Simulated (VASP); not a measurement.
Consider the following.

```xyz
2
Lattice="0.0000 2.3500 2.3500 2.3500 0.0000 2.3500 2.3500 2.3500 0.0000" Properties=species:S:1:pos:R:3 pbc="T T T"
Cd     0.0000     0.0000     0.0000
O      2.3500     2.3500     2.3500
```

Computed with PBE GGA, VASP's PBE PAW potentials (set 64) (plane waves; VASP 6.6.1). Numerical set-up: PREC = Low, 520 eV cut-off, 9×9×9 Γ-centred mesh, Gaussian smearing of 0.050 eV, potentials Cd O.

### Question
What does the run give for the energy per atom (σ→0), pressure, band gap (on the k-mesh) with the smallest direct gap where there is one?

### Answer

The band gap (on the k-mesh) comes out as none (metal, semimetal or under 0.01 eV), the energy per atom (σ→0) comes out as -3.850 eV/atom and the pressure is 7.41 GPa.

The absolute energy has meaning only against runs of the same code, potentials and settings.

The compound is CdO in the rock salt structure. The cell was not relaxed at this level. The run is one of a series of settings (PREC = Low against the base run), some of them coarse on purpose.
